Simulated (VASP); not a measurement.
# KAl4 (P4/mmm) in VASP: notebook, part 2 of 2

VASP 6.6.1. Earlier steps stand in the parts before.

## (3) Single point, PBE (random cell by space group and Wyckoff sites (P4/mmm, No. 123))

INCAR reads:

```
  PREC = Accurate
  ENCUT = 520
  EDIFF = 1E-7
  ISMEAR = 0
  SIGMA = 0.1
  LREAL = F
  LASPH = T
  NELM = 80
  ALGO = Normal
  ISIF = 2
  LWAVE = F
  LCHARG = F
  GGA = PE
  NBANDS = 18
```

KPOINTS reads:

```
Automatic mesh
0
Gamma
  4 4 2
```

POSCAR reads:

```
KAl4
1.0
    3.7940718289      0.0000000000      0.0000000000
    0.0000000000      3.7940718289      0.0000000000
    0.0000000000      0.0000000000      9.1466535921
K Al
1 4
Direct
    0.0000000000      0.0000000000      0.5000000000
    0.0000000000      0.0000000000      0.1434052730
    0.0000000000      0.0000000000      0.8565947270
    0.5000000000      0.5000000000      0.8397672768
    0.5000000000      0.5000000000      0.1602327232
```

Potentials or basis: VASP PAW PBE potentials, release 64 (K_sv, Al).

Started as:

```bash
cat potpaw_PBE.64/K_sv/POTCAR potpaw_PBE.64/Al/POTCAR > POTCAR
mpirun -np 1 vasp_std > vasp.out
```

OUTCAR:

```text
PREC = Accurate
   ENCUT = 520
   EDIFF = 1E-7
   ISMEAR = 0
   LREAL = F
   LASPH = T
   NELM = 80
   ISIF = 2
   GGA = PE

 ion  position               nearest neighbor table
   1  0.000  0.000  0.500-   2 3.26   3 3.26
   2  0.000  0.000  0.143-   3 2.62   5 2.69   5 2.69   5 2.69   5 2.69   1 3.26
   3  0.000  0.000  0.857-   2 2.62   4 2.69   4 2.69   4 2.69   4 2.69   1 3.26
   4  0.500  0.500  0.840-   3 2.69   3 2.69   3 2.69   3 2.69   5 2.93
   5  0.500  0.500  0.160-   2 2.69   2 2.69   2 2.69   2 2.69   4 2.93

  LATTYP: Found a simple tetragonal cell.
 ALAT       =     3.7940718289
 C/A-ratio  =     2.4107750208

  Lattice vectors:

 A1 = (   3.7940718289,   0.0000000000,   0.0000000000)
 A2 = (   0.0000000000,   3.7940718289,   0.0000000000)
 A3 = (   0.0000000000,   0.0000000000,   9.1466535921)

Analysis of symmetry for initial positions (statically):
=====================================================================
 Subroutine PRICEL returns:
 Original cell was already a primitive cell.

[... 164 lines left out ...]

 val. band max:        3.5212418001   @ k =   0.5000   0.2500   0.5000
 cond. band min:       3.7023503154   @ k =   0.0000   0.0000   0.5000
 fundamental gap:      0.1811085153
 Fermi energy:         3.6467495003

 k-point     1 :       0.0000    0.0000    0.0000
  band No.  band energies     occupation
      1     -27.9265      2.00000
      2     -11.4144      2.00000
      3     -11.3287      2.00000
      4     -11.3287      2.00000
      5      -5.4059      2.00000
      6      -3.4584      2.00000
[... 229 lines left out ...]
      5      -0.9579      2.00000
      6      -0.5700      2.00000
[... 10 lines left out ...]
     17       5.9401      0.00000
     18       8.0700      0.00000

------------------------ aborting loop because EDIFF is reached ----------------------------------------

  FORCE on cell =-STRESS in cart. coord.  units (eV):
  Direction    XX          YY          ZZ          XY          YZ          ZX
  --------------------------------------------------------------------------------------
  -------------------------------------------------------------------------------------
  Total        0.1631810      0.1631810      0.3125857      0.0000000     -0.0000000      0.0000000
  in kB        1.9856688      1.9856688      3.8037013      0.0000000     -0.0000000      0.0000000
  external PRESSURE =       2.5916796 kB  Pullay stress =       0.0000000 kB

 VOLUME and BASIS-vectors are now :
 -----------------------------------------------------------------------------
  energy-cutoff  :      520.00
  volume of cell :      131.67
      direct lattice vectors                 reciprocal lattice vectors
     3.794071829  0.000000000  0.000000000     0.263569074  0.000000000  0.000000000
     0.000000000  3.794071829  0.000000000     0.000000000  0.263569074  0.000000000
     0.000000000  0.000000000  9.146653592     0.000000000  0.000000000  0.109329602

 POSITION                                       TOTAL-FORCE (eV/Angst)
 -----------------------------------------------------------------------------------
      0.00000      0.00000      4.57333        -0.000000      0.000000      0.000000
      0.00000      0.00000      1.31168        -0.000000      0.000000     -0.016753
      0.00000      0.00000      7.83498        -0.000000      0.000000      0.016753
      1.89704      1.89704      7.68106         0.000000     -0.000000     -0.024922
      1.89704      1.89704      1.46559         0.000000      0.000000      0.024922
 -----------------------------------------------------------------------------------
    total drift:                               -0.000000     -0.000000      0.000000

  FREE ENERGIE OF THE ION-ELECTRON SYSTEM (eV)
  ---------------------------------------------------
  free  energy   TOTEN  =       -14.4952666834 eV

  energy  without entropy=      -14.4859298727  energy(sigma->0) =      -14.49059828
```

stdout:

```text
POSCAR found type information on POSCAR K Al
 POSCAR found :  2 types and       5 ions
 scaLAPACK will be used
 LDA part: xc-table for (Slater+PW92), standard interpolation
 POSCAR, INCAR and KPOINTS ok, starting setup
 FFT: planning ... GRIDC
 FFT: planning ... GRID_SOFT
 FFT: planning ... GRID
 WAVECAR not read
 entering main loop
```

Run time: 33 s. Hardware: 1 thread of Intel Xeon Platinum 8375C at 2.90GHz (Ice Lake), shared host; peak memory 0.21 GiB.

What came out:

* Free energy: -14.4953 eV
* Pressure: 0.3 GPa
* Largest force: 0.025 eV/Å
* Band gap on the k mesh: none (metal or under the smearing width)

Forces on the atoms (eV/Å):
```
K    0.000  0.000  0.000
Al   0.000  0.000 -0.017
Al   0.000  0.000  0.017
Al   0.000  0.000 -0.025
Al   0.000  0.000  0.025
```

Caveat: the k mesh is coarse (spacing up to 0.41 Å⁻¹), so the values aren't converged.

## (4) Relaxation of cell and atoms, PBE (random cell by space group and Wyckoff sites (P4/mmm, No. 123))

INCAR reads:

```
PREC     = Accurate       # precision mode
ENCUT    = 600            # plane-wave cutoff, eV
EDIFF    = 1E-6           # SCF threshold, eV
ISMEAR   = 0              # smearing method
SIGMA    = 0.1            # smearing width, eV
LREAL    = F              # projectors in reciprocal space
LASPH    = T              # aspherical terms in the spheres
NELM     = 60             # most SCF steps
ALGO     = Fast           # electronic algorithm
ISIF     = 3              # what is computed and relaxed
LWAVE    = F              # write WAVECAR
LCHARG   = F              # write CHGCAR
GGA      = PE             # functional
IBRION   = 2              # ionic algorithm
NSW      = 90             # ionic steps
EDIFFG   = -0.04          # ionic threshold
```

KPOINTS is that of step 3.

POSCAR reads:

```
KAl4
1.0
    4.0142941100      0.0000000000      0.0000000000
    0.0000000000      4.0142941100      0.0000000000
    0.0000000000      0.0000000000      7.5218945000
K Al
1 4
Direct
    0.0000000000      0.0000000000      0.5000000000
    0.0000000000      0.0000000000      0.1113704800
    0.0000000000      0.0000000000      0.8886295200
    0.5000000000      0.5000000000      0.8691554200
    0.5000000000      0.5000000000      0.1308445800
```

Started as:

```bash
cat potpaw_PBE.64/K_sv/POTCAR potpaw_PBE.64/Al/POTCAR > POTCAR
mpirun -np 1 vasp_std > vasp.out
```

It took 12 min on 1 thread of Intel Xeon Platinum 8375C at 2.90GHz (Ice Lake), shared host; peak memory 0.25 GiB.

It converged, with:

| Item | Value |
| --- | --- |
| Free energy | -14.4956 eV |
| Relaxed volume | 26.62 Å³/atom |
| Relaxed cell | a = 3.802 Å, b = 3.802 Å, c = 9.206 Å, α = 90.00°, β = 90.00°, γ = 90.00° |
| Space group after relaxing (to 0.05 Å) | P4/mmm (No. 123) |
| Energy gained by relaxing | 1844.2 meV/atom |
| Ionic steps | 19 |
| Pressure after relaxing | -0.1 GPa |
| Largest force after relaxing | 0.016 eV/Å |
| Band gap on the k mesh | none (metal or under the smearing width) |

Forces in eV/Å, atoms in the order of the input:
```
K    0.000  0.000  0.000
Al   0.000  0.000 -0.008
Al   0.000  0.000  0.008
Al   0.000  0.000 -0.016
Al   0.000  0.000  0.016
```

The path:
| step | energy change (eV) | largest force (eV/Å) | pressure (GPa) | volume (Å³) |
| --- | --- | --- | --- | --- |
| 1 | 0.0000 | 20.8371 | 24.93 | 121.21 |
| 2 | -6.9041 | 1.0039 | -2.12 | 185.55 |
| 3 | -7.0766 | 0.9235 | -2.60 | 184.52 |
| 4 | -7.0946 | 0.9233 | -2.58 | 183.29 |
| 5 | -7.7569 | 1.4672 | -2.60 | 152.68 |
| 6 | -8.3419 | 1.9933 | -1.25 | 137.05 |
| 7 | -8.2148 | 1.2775 | 1.98 | 129.16 |
| 8 | -8.3653 | 1.9799 | -0.62 | 135.17 |
| 9 | -8.3774 | 1.8270 | -0.06 | 133.44 |
| 10 | -8.3767 | 1.9036 | -0.31 | 134.19 |
| 11 | -8.9270 | 1.1233 | -0.99 | 133.77 |
| 12 | -9.1072 | 0.7946 | -0.21 | 132.82 |
| 13 | -9.1078 | 0.8074 | -0.31 | 132.91 |
| 14 | -9.1793 | 0.5393 | -0.08 | 131.92 |
| 15 | -9.2060 | 0.1015 | 0.35 | 130.81 |
| 16 | -9.2063 | 0.1519 | 0.30 | 130.92 |
| 17 | -9.2181 | 0.0546 | 0.21 | 131.77 |
| 18 | -9.2207 | 0.0426 | 0.16 | 132.44 |
| 19 | -9.2212 | 0.0159 | -0.06 | 133.11 |

Final structure:
```yaml
crystal:
  lattice:
    - [3.80243, 0.00000, 0.00000]
    - [0.00000, 3.80243, 0.00000]
    - [0.00000, 0.00000, 9.20625]
  atoms:
    - { symbol: K, position: [0.00000, 0.00000, 0.50000] }
    - { symbol: Al, position: [0.00000, 0.00000, 0.14281] }
    - { symbol: Al, position: [0.00000, 0.00000, 0.85719] }
    - { symbol: Al, position: [0.50000, 0.50000, 0.84041] }
    - { symbol: Al, position: [0.50000, 0.50000, 0.15959] }
```

Levels at points of the mesh, in eV from the Fermi level:
```csv
k point,band 6,band 7,band 8,band 9,band 10,band 11,band 12,band 13,band 14
"(0.00, 0.00, 0.00)",-7.09,-3.42,0.08,0.08,0.65,0.78,0.79,1.49,1.49
"(0.50, 0.00, 0.00)",-6.39,-4.68,-4.58,-1.12,-0.85,2.05,2.28,2.44,3.02
"(0.50, 0.50, 0.00)",-4.23,-3.61,-3.61,-2.30,-2.22,-2.15,-2.15,0.39,0.51
"(0.00, 0.00, 0.50)",-7.20,-2.92,-1.03,0.06,0.06,0.83,1.55,1.55,2.38
"(0.50, 0.00, 0.50)",-6.39,-4.71,-4.66,-0.76,-0.66,1.43,1.80,2.24,2.46
"(0.50, 0.50, 0.50)",-4.21,-3.62,-3.62,-2.42,-2.40,-2.11,-2.11,1.00,1.13
```

Caveat: the k mesh is coarse (spacing up to 0.42 Å⁻¹), so the values aren't converged.
